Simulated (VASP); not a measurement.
Calculation: LDA (Ceperley-Alder, Perdew-Zunger), VASP's LDA PAW potentials (set 64) (plane waves; VASP 6.6.1).

VASP ran on this input.

**INCAR**
```
SYSTEM  =  PtSe2
PREC  =  Accurate; ENCUT  =  400; LREAL  =  .False.
LASPH  =  .True.
EDIFF  =  1E-7; NELM  =  100; ALGO  =  Normal
LMAXMIX  =  6
ISMEAR  =  -5
ISIF  =  2
LWAVE  =  .False.; LCHARG  =  .True.; LORBIT  =  11
NEDOS  =  601
```

### KPOINTS
```
Automatic
0
Gamma
11 11 7
0 0 0
```

### POSCAR
```
PtSe2
1
    3.7449848361    -0.0000000000    -0.0000000000
   -1.8724924180     3.2432521128    -0.0000000000
    0.0000000000     0.0000000000     4.7526762549
Pt Se
1 2
Direct
  0.0000000000   1.0000000000   0.0000000000
  0.6666670000   0.3333330000   0.7343720266
  0.3333330000   0.6666670000   0.2656279734
```

POTCAR, in this order: Pt Se (LDA.64 set). Program: vasp_std.

Output of the run:

### OSZICAR
```
       N       E                     dE             d eps       ncg     rms          rms(c)
DAV:   1     0.908687582015E+02    0.90869E+02   -0.88518E+03  3012   0.104E+03
DAV:   2    -0.142129555922E+02   -0.10508E+03   -0.10335E+03  3660   0.214E+02
DAV:   3    -0.178614614760E+02   -0.36485E+01   -0.36358E+01  3422   0.425E+01
DAV:   4    -0.178863265158E+02   -0.24865E-01   -0.24884E-01  3450   0.383E+00
DAV:   5    -0.178865921968E+02   -0.26568E-03   -0.26577E-03  3464   0.372E-01    0.133E+01
DAV:   6    -0.173248311585E+02    0.56176E+00   -0.48734E+00  2848   0.215E+01    0.796E+00
DAV:   7    -0.171237924975E+02    0.20104E+00   -0.91721E-01  2862   0.102E+01    0.392E+00
DAV:   8    -0.170943410871E+02    0.29451E-01   -0.67870E-02  3072   0.195E+00    0.823E-01
DAV:   9    -0.170920716276E+02    0.22695E-02   -0.85855E-03  3149   0.948E-01    0.199E-01
DAV:  10    -0.170920962454E+02   -0.24618E-04   -0.11295E-03  3219   0.255E-01    0.414E-02
DAV:  11    -0.170921619318E+02   -0.65686E-04   -0.54848E-05  3408   0.749E-02    0.216E-02
DAV:  12    -0.170921350096E+02    0.26922E-04   -0.48186E-06  3156   0.202E-02    0.333E-03
DAV:  13    -0.170921292903E+02    0.57193E-05   -0.74910E-07  3240   0.752E-03    0.127E-03
DAV:  14    -0.170921278109E+02    0.14794E-05   -0.61146E-08  1494   0.210E-03    0.509E-04
DAV:  15    -0.170921279075E+02   -0.96620E-07   -0.76732E-09  1480   0.682E-04
   1 F= -.17092128E+02 E0= -.17092128E+02  d E =0.000000E+00
```

File OUTCAR:
```
------------------------ aborting loop because EDIFF is reached ----------------------------------------
  FORCE on cell =-STRESS in cart. coord.  units (eV):
  Direction    XX          YY          ZZ          XY          YZ          ZX
  --------------------------------------------------------------------------------------
  Total        0.0083995      0.0083995      0.0086229      0.0000000     -0.0000000      0.0000000
  in kB        0.2331290      0.2331291      0.2393277      0.0000000     -0.0000000      0.0000000
  external PRESSURE =       0.2351953 kB  Pullay stress =       0.0000000 kB
  volume of cell :       57.73
      direct lattice vectors                 reciprocal lattice vectors
     3.744984836  0.000000000  0.000000000     0.267023778  0.154166245  0.000000000
    -1.872492418  3.243252113  0.000000000     0.000000000  0.308332490  0.000000000
     0.000000000  0.000000000  4.752676255     0.000000000  0.000000000  0.210407767
 POSITION                                       TOTAL-FORCE (eV/Angst)
 -----------------------------------------------------------------------------------
      0.00000      0.00000      0.00000         0.000000      0.000000      0.000000
      1.87249      1.08108      3.49023        -0.000000     -0.000000      0.011424
     -0.00000      2.16217      1.26244         0.000000      0.000000     -0.011424
 -----------------------------------------------------------------------------------
    total drift:                               -0.000000     -0.000000      0.000000
  FREE ENERGIE OF THE ION-ELECTRON SYSTEM (eV)
  ---------------------------------------------------
  free  energy   TOTEN  =       -17.0921279075 eV

  energy  without entropy=      -17.0921279075  energy(sigma->0) =      -17.09212791

 total charge

# of ion       s       p       d       tot
------------------------------------------
    1        0.688   0.699   8.060   9.447
    2        1.492   2.226   0.076   3.794
    3        1.492   2.226   0.076   3.794
--------------------------------------------------
tot          3.672   5.152   8.212  17.035
```
(Selected blocks of OUTCAR.)

File OUTCAR:
```
 val. band max:        7.1994202168   @ k =   0.0909   0.0000   0.0000

 cond. band min:       6.9609633105   @ k =  -0.0909   0.2727   0.4286


 Fermi energy:         7.1702855236

 k-point     1 :       0.0000    0.0000    0.0000
  band No.  band energies     occupation
      1      -8.8284      2.00000
      2      -5.5160      2.00000
      3      -0.2433      2.00000
      4       0.6191      2.00000
      5       0.6191      2.00000
      6       3.1642      2.00000
      7       3.1642      2.00000
      8       4.5907      2.00000
      9       6.0633      2.00000
     10       6.0633      2.00000
     11       7.9538     -0.31199
     12       8.1673      0.00000
     13       8.1673      0.00000
     14      10.2386      0.00000
     15      11.2565      0.00000

 k-point     2 :       0.0909    0.0000    0.0000
  band No.  band energies     occupation
      1      -8.7356      2.00000
      2      -5.5768      2.00000
      3      -0.1287      2.00000
      4       0.6797      2.00000
      5       0.7171      2.00000
      6       3.0376      2.00000
      7       3.0989      2.00000
      8       4.3830      2.00000
      9       5.6756      2.00000
     10       5.9076      2.00000
     11       7.1994      1.14810
     12       8.2982      0.00000
     13       8.6212      0.00000
     14      10.8551      0.00000
     15      11.7994      0.00000

 k-point     3 :       0.1818    0.0000    0.0000
  band No.  band energies     occupation
      1      -8.4669      2.00000
      2      -5.7413      2.00000
      3       0.1970      2.00000
      4       0.8479      2.00000
      5       0.9873      2.00000
      6       2.5291      2.00000
      7       2.9530      2.00000
      8       3.8634      2.00000
      9       5.1880      2.00000
     10       5.4934      2.00000
     11       6.3321      2.04895
     12       8.6416      0.00000
     13       8.8022      0.00000
     14      11.8157      0.00000
     15      12.6849      0.00000
...
```

For a metal the tetrahedron method with Blöchl corrections gives inexact stress and forces. Unless said otherwise, spin-orbit coupling is left out, though it shifts the bands of the heavy elements here.

The structure comes from a computed database's PtSe2 entry (P-3m1); how it stands against other phases isn't given here. It was relaxed first, which changed the volume by -17 %.
